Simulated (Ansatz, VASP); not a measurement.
# One structure in several programs: TiAu4 (P1, 5 atoms in the cell)

Self-consistent single point, at a second geometry (lattice scaled by 0.98). First geometry:

```
TiAu4
1.0
   -3.27483     3.27483     1.98183
    3.27483    -3.27483     1.98183
    3.27483     3.27483    -1.98183
Ti Au
1 4
Direct
  0.00165   0.00838   0.00351
  0.77043   0.58874   0.38596
  0.20975   0.39311   0.59471
  0.61094   0.21606   0.82646
  0.40723   0.79371   0.18935
```

Shared settings, as Ansatz (an electronic-structure program) writes them: kpoints.mp_grid.grid = 5 5 4; scf.occupations.method = gaussian; scf.occupations.width = 0.272 eV. Potentials and cutoffs stand in the table.

```
code                                         model  ΔF from the first geometry (meV/atom)  pressure (GPa)  largest force (eV/Å)  cutoff
------  ------------------------------------------  -------------------------------------  --------------  --------------------  ------
Ansatz             PBEsol, PAW files made with PBE                                   12.6            7.97                 1.309  420 eV
VASP    PBEsol, VASP's PBE PAW potentials (set 64)                                   12.5            7.20                 1.305  300 eV
```

For VASP (by 0.7 GPa) the energy change implies a higher mean pressure, against the two pressures, than for the other programs: a sign of finite-basis (Pulay) stress.

Size of the force on each atom (eV/Å): Sizes of forces hide their directions.

```json
[
 {"code": "Ansatz", "Ti1": "0.519", "Au2": "1.309", "Au3": "0.734", "Au4": "0.978", "Au5": "0.758"},
 {"code": "VASP", "Ti1": "0.523", "Au2": "1.305", "Au3": "0.729", "Au4": "0.972", "Au5": "0.759"}
]
```

On Ansatz's run: spin-orbit coupling is off. Spin polarisation is off.

The spread over the programs that give each value: ΔF from the first geometry within 0.1 meV/atom; pressure within 0.77 GPa; largest force within 0.004 eV/Å.

Ansatz's pressure is given at a fixed set of plane waves, as the other plane-wave codes print theirs; with its correction for the finite basis it is 8.02 GPa.

VASP's run is marked for a possible Pulay error in its stress at this cutoff; no cutoff test was made.

The starting cell comes from a database of computed structures (which also holds hypothetical and non-ambient phases and stackings), without a prior relaxation at this level. Its atoms were displaced at random from the sites of space group no. 87. For this run, on top of that: lattice scaled by 0.98.

Left out of this page: CP2K, Elk and SIESTA (not drawn, or without a comparable value).

Keys are those of Ansatz 0.2.
